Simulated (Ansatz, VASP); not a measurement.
# W (Tungsten): VASP beside Ansatz

Aim: how closely do two programs agree when they are given the same cell, functional and k mesh? The cell is taken from a series of runs on this material, whose earlier steps may have relaxed, scaled, displaced or heated it; both programs get it as it stands.

Method: plane waves, with VASP 6.6.1 beside it; elastic constants at BLYP, in Ansatz 0.2.0.

### 1. Starting point

Symmetry: Im-3m, No. 229, cubic system. The conventional cell has a = 3.220 Å, b = 3.220 Å, c = 3.220 Å, α = 90.00°, β = 90.00°, γ = 90.00°. Nearest to W lie 8 W at 2.79 Å.

Coordinates:

```cif
data_structure
_symmetry_space_group_name_H-M 'P 1'
_symmetry_Int_Tables_number 1
_cell_length_a 2.7883
_cell_length_b 2.7883
_cell_length_c 2.7883
_cell_angle_alpha 109.471
_cell_angle_beta 109.471
_cell_angle_gamma 109.471
_cell_volume 16.69
loop_
_atom_site_label
_atom_site_type_symbol
_atom_site_fract_x
_atom_site_fract_y
_atom_site_fract_z
_atom_site_occupancy
W1 W 0.00000 0.00000 0.00000 1
```

### 2. VASP: elastic constants, BLYP

Elastic constants are differences of stresses under small strains, so they test the stress and the mesh.

Lines of VASP's logs that name or quote its potential files are left out, and so is its time.

INCAR

```
SYSTEM = W
PREC = Accurate
ENCUT = 600
EDIFF = 1E-08
NELM = 120
ISMEAR = 1
SIGMA = 0.25
LREAL = .FALSE.
ALGO = Normal
GGA = B5
ALDAX = 1
AGGAX = 1
AGGAC = 1
ALDAC = 0
NBANDS = 9
LASPH = .TRUE.
LORBIT = 11
LWAVE = .FALSE.
LCHARG = .FALSE.
ISIF = 3
IBRION = 6
NFREE = 2
POTIM = 0.015
NSW = 1
GGA_COMPAT = .FALSE.
KPAR = 2
```

POSCAR

```
W
1.0
   -1.6098418412      1.6098418412      1.6098418412
    1.6098418412     -1.6098418412      1.6098418412
    1.6098418412      1.6098418412     -1.6098418412
W
1
Direct
    0.0000000000      0.0000000000      0.0000000000
```

KPOINTS

```
Automatic mesh
0
Gamma
36 36 36
0 0 0
```

PAW data sets: W (PBE family, release 64).

The run is started by

```
$ mpirun -np 2 vasp_std
```

Numbers of over 12 decimals in the logs are rounded to 6 here.

The program printed:

```text
[banner, memory and clock lines left out]
running    2 mpi-ranks, on    1 nodes
 distrk:  each k-point on    1 cores,    2 groups
 distr:  one band on    1 cores,    1 groups

 POSCAR found type information on POSCAR W
 POSCAR found :  1 types and       1 ions
|                                                                             |
|               ----> ADVICE to this user running VASP <----                  |
|                                                                             |
|     You enforced a specific xc type in the INCAR file but a different       |
|     [... a line on the potential file left out ...]
|     I HOPE YOU KNOW WHAT YOU ARE DOING!                                     |
|                                                                             |

 LDA part: xc-table for (Slater(with rela. corr.)+VWN5), standard interpolation
 POSCAR, INCAR and KPOINTS ok, starting setup
 FFT: planning ... GRIDC
 FFT: planning ... GRID_SOFT
 FFT: planning ... GRID
 WAVECAR not read
 entering main loop
       N       E                     dE             d eps       ncg     rms          rms(c)
DAV:   1     0.127294783126E+02    0.12729E+02   -0.31522E+03 22360   0.643E+02
DAV:   2    -0.114302603946E+02   -0.24160E+02   -0.23161E+02 26324   0.138E+02
DAV:   3    -0.119797498272E+02   -0.54949E+00   -0.54386E+00 26017   0.169E+01
DAV:   4    -0.119816039481E+02   -0.18541E-02   -0.18539E-02 25888   0.110E+00
DAV:   5    -0.119816086805E+02   -0.47324E-05   -0.47323E-05 25702   0.486E-02    0.199E+01
DAV:   6    -0.115229452213E+02    0.45866E+00   -0.37001E-01 24426   0.421E+00    0.953E+00
DAV:   7    -0.113661651361E+02    0.15678E+00   -0.39089E-01 26153   0.415E+00    0.345E-01
DAV:   8    -0.113654064413E+02    0.75869E-03   -0.18931E-03 24546   0.319E-01    0.132E-01
DAV:   9    -0.113654151788E+02   -0.87376E-05   -0.37750E-04 25802   0.129E-01    0.226E-02
DAV:  10    -0.113654205444E+02   -0.53655E-05   -0.86430E-06 26801   0.240E-02    0.118E-02
DAV:  11    -0.113654150886E+02    0.54557E-05   -0.12479E-06 24012   0.929E-03    0.156E-03
DAV:  12    -0.113654151631E+02   -0.74443E-07   -0.46636E-09 25449   0.647E-04    0.758E-04
DAV:  13    -0.113654152554E+02   -0.92351E-07   -0.51062E-09 13436   0.758E-04    0.197E-04
DAV:  14    -0.113654152450E+02    0.10459E-07   -0.15939E-10 11830   0.138E-04    0.116E-05
DAV:  15    -0.113654152439E+02    0.10578E-08   -0.17671E-11 11601   0.455E-05
   1 F= -.11365415E+02 E0= -.11365419E+02  d E =0.126381E-04
[... from here on, the cycles between the ionic steps are left out ...]
   2 F= -.11358993E+02 E0= -.11359026E+02  d E =0.100663E-03
   3 F= -.11360897E+02 E0= -.11360911E+02  d E =0.431532E-04
   6 F= -.11358991E+02 E0= -.11359024E+02  d E =0.100691E-03
   7 F= -.11360896E+02 E0= -.11360911E+02  d E =0.431834E-04
   8 F= -.11364091E+02 E0= -.11364100E+02  d E =0.272752E-04
   9 F= -.11364091E+02 E0= -.11364100E+02  d E =0.272778E-04
  10 F= -.11364091E+02 E0= -.11364100E+02  d E =0.272761E-04
  11 F= -.11364091E+02 E0= -.11364100E+02  d E =0.272754E-04
  12 F= -.11364091E+02 E0= -.11364100E+02  d E =0.272761E-04
  13 F= -.11364091E+02 E0= -.11364100E+02  d E =0.272753E-04
  14 F= -.11365415E+02 E0= -.11365420E+02  d E =0.126380E-04
 Finite differences progress:
  Degree of freedom:   7/  7
  Displacement:        1/  2
  Total:              13/ 14
 bond charge predicted
       N       E                     dE             d eps       ncg     rms          rms(c)
DAV:   1    -0.113653378046E+02    0.77553E-04   -0.21608E+00 22830   0.819E+00    0.196E-01
DAV:   2    -0.113657952570E+02   -0.45745E-03   -0.94818E-03 24510   0.985E-01    0.121E-01
DAV:   3    -0.113654124698E+02    0.38279E-03   -0.11160E-03 24815   0.207E-01    0.637E-03
DAV:   4    -0.113654148960E+02   -0.24262E-05   -0.88617E-06 29769   0.211E-02    0.417E-03
DAV:   5    -0.113654153366E+02   -0.44059E-06   -0.35524E-07 24247   0.417E-03    0.377E-04
DAV:   6    -0.113654153459E+02   -0.92987E-08   -0.21530E-09 21245   0.437E-04
  15 F= -.11365415E+02 E0= -.11365420E+02  d E =0.126382E-04
 Finite differences progress:
  Degree of freedom:   7/  7
  Displacement:        2/  2
  Total:              14/ 14
```

From OUTCAR (step 2):

```text
ion  position               nearest neighbor table
   1  0.000  0.000  0.000-

  LATTYP: Found a body centered cubic cell.
 ALAT       =     3.2196836824

 Subroutine GETGRP returns: Found 48 space group operations
 (whereof 48 operations were pure point group operations)

The static configuration has the point symmetry O_h .

 Found   1240 irreducible k-points:

   k-points           NKPTS =   1240   k-points in BZ     NKDIM =   1240   number of bands    NBANDS=      9

   dimension x,y,z NGX =    24 NGY =   24 NGZ =   24
   dimension x,y,z NGXF=    48 NGYF=   48 NGZF=   48

   ENCUT  =  600.0 eV  44.10 Ry    6.64 a.u.   5.57  5.57  5.57*2*pi/ulx,y,z

   NELECT =       6.0000    total number of electrons

 k-points in reciprocal lattice and weights: Automatic mesh
   0.00000000  0.00000000  0.00000000       0.000
   0.02777778  0.00000000  0.00000000       0.000
   0.05555556  0.00000000  0.00000000       0.000
   0.08333333  0.00000000  0.00000000       0.000
   0.11111111  0.00000000  0.00000000       0.000
   0.13888889  0.00000000  0.00000000       0.000
   0.16666667  0.00000000  0.00000000       0.000
   0.19444444  0.00000000  0.00000000       0.000
   0.22222222  0.00000000  0.00000000       0.000
[...]
0.50000000  0.50000000  0.47222222       0.000
   0.50000000  0.50000000  0.50000000       0.000

 average (electrostatic) potential at core
       1 -38.3201

 E-fermi :   7.8549

 k-point     1 :       0.0000    0.0000    0.0000
  band No.  band energies     occupation
      1      -1.3102      2.00000
      2       6.5924      2.00000
      3       6.5924      2.00000
      4       6.5924      2.00000
      5       9.9071     -0.00000
      6       9.9071     -0.00000
      7      23.0937      0.00000
      8      23.0937      0.00000
      9      23.0937      0.00000

 k-point     2 :       0.0278    0.0000    0.0000
  band No.  band energies     occupation
      1      -1.2755      2.00000
      2       6.5717      2.00000
      3       6.5891      2.00000
      4       6.6264      2.00000
      5       9.8735     -0.00000
      6       9.9076     -0.00000
      7      23.1231      0.00000
      8      23.1536      0.00000
      9      23.1756      0.00000

 k-point     3 :       0.0556    0.0000    0.0000
  band No.  band energies     occupation
      1      -1.1721      2.00000
      2       6.5108      2.00000
      3       6.5776      2.00000
      4       6.7282      2.00000
      5       9.7798     -0.00000
      6       9.9096     -0.00000
      7      23.2077      0.00000
      8      23.3322      0.00000
      9      23.4117      0.00000

  Total       -0.0753541     -0.0753541     -0.0753541      0.0000000     -0.0000000      0.0000000
  in kB       -7.2344851     -7.2344851     -7.2344851      0.0000000     -0.0000000      0.0000000
  external PRESSURE =      -7.2344851 kB  Pullay stress =       0.0000000 kB

  energy-cutoff  :      600.00
  volume of cell :       16.69
      direct lattice vectors                 reciprocal lattice vectors
    -1.609841841  1.609841841  1.609841841     0.000000000  0.310589517  0.310589517
     1.609841841 -1.609841841  1.609841841     0.310589517  0.000000000  0.310589517
     1.609841841  1.609841841 -1.609841841     0.310589517  0.310589517  0.000000000

 POSITION                                       TOTAL-FORCE (eV/Angst)
 -----------------------------------------------------------------------------------
     -0.01500      0.00000      0.00000        -0.000000      0.000000     -0.000000
 -----------------------------------------------------------------------------------
    total drift:                               -0.000004     -0.000000      0.000000

  FREE ENERGIE OF THE ION-ELECTRON SYSTEM (eV)
  ---------------------------------------------------
  free  energy   TOTEN  =       -11.3654153459 eV

  energy  without entropy=      -11.3654279841  energy(sigma->0) =      -11.36541956

  SYMMETRIZED ELASTIC MODULI (kBar)
 Direction    XX          YY          ZZ          XY          YZ          ZX
 --------------------------------------------------------------------------------
 XX        4677.5984   1841.1216   1841.1216      0.0000      0.0000     -0.0000
 YY        1841.1216   4677.5984   1841.1216     -0.0000      0.0000     -0.0000
 ZZ        1841.1216   1841.1216   4677.5984     -0.0000     -0.0000     -0.0000
 XY           0.0000     -0.0000     -0.0000   1132.2981      0.0000     -0.0000
 YZ           0.0000      0.0000     -0.0000      0.0000   1132.2981     -0.0000
 ZX          -0.0000     -0.0000     -0.0000     -0.0000     -0.0000   1132.2981
 --------------------------------------------------------------------------------

 Eigenvectors and eigenvalues of the dynamical matrix
 ----------------------------------------------------

   1 f/i=    0.000000 THz     0.000000 2PiTHz    0.000000 cm-1     0.000000 meV
             X         Y         Z           dx          dy          dz
      0.000000  0.000000  0.000000     0.707107   -0.707107    0.000000

   2 f/i=    0.000000 THz     0.000000 2PiTHz    0.000000 cm-1     0.000000 meV
             X         Y         Z           dx          dy          dz
      0.000000  0.000000  0.000000    -0.707107   -0.707107    0.000000

   3 f/i=    0.000000 THz     0.000000 2PiTHz    0.000000 cm-1     0.000000 meV
             X         Y         Z           dx          dy          dz
      0.000000  0.000000  0.000000     0.000000    0.000000    1.000000

 ELASTIC MODULI CONTR FROM IONIC RELAXATION (kBar)
 Direction    XX          YY          ZZ          XY          YZ          ZX
 --------------------------------------------------------------------------------
 XX           0.0000      0.0000      0.0000      0.0000      0.0000      0.0000
 YY           0.0000      0.0000      0.0000      0.0000      0.0000      0.0000
 ZZ           0.0000      0.0000      0.0000      0.0000      0.0000      0.0000
 XY           0.0000      0.0000      0.0000      0.0000      0.0000      0.0000
 YZ           0.0000      0.0000      0.0000      0.0000      0.0000      0.0000
 ZX           0.0000      0.0000      0.0000      0.0000      0.0000      0.0000
 --------------------------------------------------------------------------------

 TOTAL ELASTIC MODULI (kBar)
 Direction    XX          YY          ZZ          XY          YZ          ZX
 --------------------------------------------------------------------------------
 XX        4677.5984   1841.1216   1841.1216      0.0000      0.0000     -0.0000
 YY        1841.1216   4677.5984   1841.1216     -0.0000      0.0000     -0.0000
 ZZ        1841.1216   1841.1216   4677.5984     -0.0000     -0.0000     -0.0000
 XY           0.0000     -0.0000     -0.0000   1132.2981      0.0000     -0.0000
 YZ           0.0000      0.0000     -0.0000      0.0000   1132.2981     -0.0000
 ZX          -0.0000     -0.0000     -0.0000     -0.0000     -0.0000   1132.2981
 --------------------------------------------------------------------------------

 total charge
# of ion       s       p       d       tot
------------------------------------------
    1        0.648   0.646   4.160   5.454

[... 3 further parts left out ...]
```

CONTCAR:

```
W
   1.00000000000000
    -1.6098418412000000    1.6098418412000000    1.6098418412000000
     1.6098418412000000   -1.6098418412000000    1.6098418412000000
     1.6098418412000000    1.6098418412000000   -1.6098418412000000
  W
     1
Direct
     0.0000000000000000   -0.0046588427558880   -0.0046588427558880
```

The data set W keeps the semicore shell frozen, which is cheaper and a little less accurate.

Levels, forces or a CONTCAR printed for this step are those of its last displaced cell, not of the structure at rest.

[end of part 1 of 2]

[Lines on the potential files, build, host, timing and source positions are cut from VASP's logs without a mark.]

[Logs are printed without paths, hosts, clocks, repeated set-up lines and the standing remarks that a program may print on its own settings, such as how far it seeks lower states.]

[Hosts, paths, dates, database ids (printed as entryN), source tags and the programs' standing remarks are cut or masked in the printed files.]
